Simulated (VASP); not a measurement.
Output of a VASP run:

**OSZICAR**
```
       N       E                     dE             d eps       ncg     rms          rms(c)
DAV:   1    -0.157867120390E+03   -0.15787E+03   -0.61628E+03   872   0.816E+02
DAV:   2    -0.237987803171E+03   -0.80121E+02   -0.75987E+02  1116   0.258E+02
DAV:   3    -0.240476254429E+03   -0.24885E+01   -0.24830E+01  1100   0.417E+01
DAV:   4    -0.240528000480E+03   -0.51746E-01   -0.51725E-01  1112   0.603E+00
DAV:   5    -0.112164622043E+02    0.22931E+03   -0.20963E+00   868   0.206E+01    0.579E+00
DAV:   6    -0.102458348801E+02    0.97063E+00   -0.15004E+00   928   0.132E+01    0.391E+00
DAV:   7    -0.101781609020E+02    0.67674E-01   -0.27229E-01   984   0.462E+00    0.315E+00
DAV:   8    -0.101425562864E+02    0.35605E-01   -0.29389E-02  1144   0.161E+00    0.191E+00
DAV:   9    -0.101300942976E+02    0.12462E-01   -0.11285E-02  1052   0.106E+00    0.107E+00
DAV:  10    -0.101268732928E+02    0.32210E-02   -0.22786E-03  1016   0.534E-01    0.634E-01
DAV:  11    -0.101260201318E+02    0.85316E-03   -0.76169E-04  1008   0.302E-01    0.389E-01
DAV:  12    -0.101259126324E+02    0.10750E-03   -0.35581E-04  1048   0.190E-01    0.238E-01
DAV:  13    -0.101259633676E+02   -0.50735E-04   -0.13172E-04   992   0.119E-01    0.143E-01
DAV:  14    -0.101260197400E+02   -0.56372E-04   -0.52763E-05   940   0.760E-02    0.850E-02
DAV:  15    -0.101260580284E+02   -0.38288E-04   -0.21708E-05   924   0.477E-02    0.510E-02
DAV:  16    -0.101260801275E+02   -0.22099E-04   -0.92435E-06   928   0.303E-02    0.308E-02
DAV:  17    -0.101260918828E+02   -0.11755E-04   -0.39223E-06   916   0.196E-02    0.187E-02
DAV:  18    -0.101260978262E+02   -0.59433E-05   -0.17026E-06   880   0.129E-02    0.113E-02
DAV:  19    -0.101261007662E+02   -0.29401E-05   -0.74325E-07   664   0.858E-03    0.685E-03
DAV:  20    -0.101261021878E+02   -0.14216E-05   -0.37896E-07   640   0.629E-03    0.427E-03
DAV:  21    -0.101261028724E+02   -0.68456E-06   -0.16554E-07   664   0.402E-03
   1 F= -.10126103E+02 E0= -.10126103E+02  d E =-.147707E-26
```

### OUTCAR
```
------------------------ aborting loop because EDIFF is reached ----------------------------------------
  FORCE on cell =-STRESS in cart. coord.  units (eV):
  Direction    XX          YY          ZZ          XY          YZ          ZX
  --------------------------------------------------------------------------------------
  Total       -9.8070327     -9.8070327     -9.8070327      0.0000000      0.0000000     -0.0000000
  in kB     -452.5117260   -452.5117260   -452.5117260      0.0000000      0.0000000     -0.0000000
  external PRESSURE =    -452.5117260 kB  Pullay stress =       0.0000000 kB
  volume of cell :       34.72
      direct lattice vectors                 reciprocal lattice vectors
     0.000000000  2.589382000  2.589382000    -0.193096268  0.193096268  0.193096268
     2.589382000  0.000000000  2.589382000     0.193096268 -0.193096268  0.193096268
     2.589382000  2.589382000  0.000000000     0.193096268  0.193096268 -0.193096268
  FREE ENERGIE OF THE ION-ELECTRON SYSTEM (eV)
  ---------------------------------------------------
  free  energy   TOTEN  =       -10.1261028724 eV

  energy  without entropy=      -10.1261028724  energy(sigma->0) =      -10.12610287

  exchange ACFDT corr.  =         0.00000000  see jH, gK, PRB 81, 115126
```
(Selected blocks of OUTCAR.)

**POSCAR**
```
KF
1
    0.0000000000     2.5893820000     2.5893820000
    2.5893820000     0.0000000000     2.5893820000
    2.5893820000     2.5893820000     0.0000000000
K F
1 1
Direct
  0.0000000000   0.0000000000   0.0000000000
  0.5000000000   0.5000000000   0.5000000000
```

Q: Reconstruct the remaining input files.

A: One answer among several that fit: the input of the run itself, HSE06 screened hybrid, plane waves, VASP's PBE PAW potentials (set 64).

KPOINTS:
```
Automatic mesh
0
G
  9 9 9
0 0 0
```

INCAR:
```
! general
SYSTEM  =KF
PREC    =Accurate
ENCUT   =280   ! plane-wave cut-off (eV)
LREAL   =.FALSE.   ! projection in real space or not
LASPH   =.TRUE.   ! aspherical one-centre terms
ISYM    =3

! electronic loop
EDIFF   =1E-6
NELM    =100
ALGO    =Normal   ! blocked Davidson

! smearing
ISMEAR  =0   ! Gaussian
SIGMA   =0.01   ! width (eV)

! functional
GGA     =PE
LHFCALC =.TRUE.
AEXX    =0.25
HFSCREEN=0.2   ! 1/Angstrom
PRECFOCK=Fast

! ions
ISIF    =2

! output
LWAVE   =.FALSE.
LCHARG  =.FALSE.
```

POTCAR, in this order: K_sv F (PBE.64 set). Program: vasp_std.

At this cut-off the stress carries a Pulay error, which pulls relaxed volumes low.

The structure comes from a computed database's KF entry; how it stands against other phases isn't given here. The cell was not relaxed at this level. The run is one of a series of settings (AEXX = 0.25, ENCUT = 280, HFSCREEN = 0.2, ISYM = 3, LHFCALC = .TRUE., PRECFOCK = Fast, KPOINTS 9×9×9 Γ-centred mesh against the base run), some of them coarse on purpose.
